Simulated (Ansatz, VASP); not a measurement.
One calculation of Al2B2N, two programs

```
Al B N
1.0
     2.98051    0.00000    0.00000
    -1.49026    2.58120    0.00000
     0.00000    0.00000    5.90548
Al B N
2 2 1
Direct
  0.33333 0.66667 0.80437
  0.66667 0.33333 0.19563
  0.33333 0.66667 0.46219
  0.66667 0.33333 0.53781
  0.00000 0.00000 0.00000
```

Change from the starting cell: species swapped into the MgZn2Sb2 type (P-3m1, No. 164).

Alike in both runs: functional PBE; k mesh 6 × 6 × 4; occupations gaussian, width 0.1 eV; no spin polarisation.

Ansatz relaxed the structure, and its values are those at the end. VASP's run is a single point on that final structure, the one shown.

```csv
,VASP,Ansatz
version,VASP 6.6.1,Ansatz 0.2.0
potentials or method,"VASP PAW PBE potentials, release 64 (Al, B, N)","scalar-relativistic, plane waves, PAW"
plane-wave cutoff (eV),520,420
valence electrons in the cell,17,17
```

|  | VASP | Ansatz | Ansatz less VASP |
| --- | --- | --- | --- |
| gap on the k mesh at the Fermi level (eV) | none | none | - |
| pressure (GPa) | -0.3 | -0.2 | +0.14 |
| rms of the force components (eV/Å) | 0.009 | 0.007 | -0.0019 |

A gap of «none» marks a metal or a gap that the smearing closes.

Caveats: the k mesh is coarse (spacing up to 0.41 Å⁻¹), so the values aren't converged.
